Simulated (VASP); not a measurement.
```xyz
3
Lattice="0.0000 2.5166 2.5166 2.5166 0.0000 2.5166 2.5166 2.5166 0.0000" Properties=species:S:1:pos:R:3 pbc="T T T"
Hf     0.0000     0.0000     0.0000
O      1.2583     1.2583     1.2583
O      3.7750     3.7750     3.7750
```

Method: vdW-DF-cx, VASP's PBE PAW potentials (set 64) (plane waves; VASP). Numerical set-up: 520 eV cut-off, Gaussian smearing of 0.050 eV, potentials Hf_pv O.

Unless said otherwise, spin-orbit coupling is left out, though it shifts the bands of the heavy elements here.

### Question
Give the energies of bands 6 to 14 at the high-symmetry points, in eV from the valence-band maximum.

### Answer

```
band      Γ      X      U      L      W
----  -----  -----  -----  -----  -----
6     -5.49  -6.66  -5.97  -4.44  -5.42
7     -5.49  -3.53  -4.12  -4.44  -5.21
8     -5.49  -3.53  -3.42  -3.09  -2.61
9     -0.63  -1.57  -2.30  -2.81  -2.61
10    -0.63  -1.57  -1.33  -1.86  -1.42
11    -0.63   0.00  -0.35  -1.86  -0.22
12     3.89   3.79   4.34   4.64   4.86
13     3.89   5.58   5.51   4.64   5.22
14     5.92   6.85   7.12   7.20   7.28
```

The gap is direct, 3.79 eV, from the valence maximum at X to the conduction minimum at X.

The compound is HfO2 in the fluorite structure, the high-temperature cubic form, which is unstable at 0 K; the monoclinic form is the stable one. It was relaxed first.
